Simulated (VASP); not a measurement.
VASP input:

File KPOINTS:
```
K-points
0
gamma
  7 7 7
```

### POSCAR
```
SnTe
1.0
  0.0000000000   3.1425403438   3.1425403438
  3.1425403438   0.0000000000   3.1425403438
  3.1425403438   3.1425403438   0.0000000000
Sn Te
1 1
Direct
  0.0000000000   0.0000000000   0.0000000000
  0.5000000000   0.5000000000   0.5000000000
```

INCAR:
```
ALGO = Normal
EDIFF = 1E-6
EDIFFG = -0.02
ENCUT = 500
GGA = PS
IBRION = 2
ISIF = 3
ISMEAR = 0
LASPH = .TRUE.
LCHARG = .FALSE.
LMAXMIX = 4
LREAL = .FALSE.
LWAVE = .FALSE.
NELM = 100
NSW = 40
PREC = Accurate
SIGMA = 0.05
SYSTEM = SnTe
```

POTCAR, in this order: Sn_d Te (PBE.64 set). Program: vasp_std.

Write an equivalent input for Ansatz.

One equivalent input (not run):
Ansatz 0.2 input:
```yaml
crystal:
  lattice:
    - [0.0000000, 3.1425403, 3.1425403]
    - [3.1425403, 0.0000000, 3.1425403]
    - [3.1425403, 3.1425403, 0.0000000]
  atoms:
    - { symbol: Sn, position: [0.0000000, 0.0000000, 0.0000000] }
    - { symbol: Te, position: [0.5000000, 0.5000000, 0.5000000] }
kpoints:
  mp_grid: { grid: [7, 7, 7] }
hamiltonian:
  xc: pbesol
  pseudopotentials: { kind: paw }
scf:
  occupations: { method: gaussian, width: 0.05 }
  max_iter: 100
relax:
  max_steps: 40
  f_tol: 0.02
  cell: {}
output: { forces: true, stress: true, eigenvalues: true }
```
What does not carry over: each code has its own PAW files, so the cut-off isn't converted (ENCUT is set for VASP's; basis.ecutwfc is left out, and Ansatz then takes the one that its files recommend); Ansatz stops its SCF on the density residual and VASP on the energy change (EDIFF).

The compound is SnTe in the rock salt structure, which distorts at low temperature. It was relaxed first.
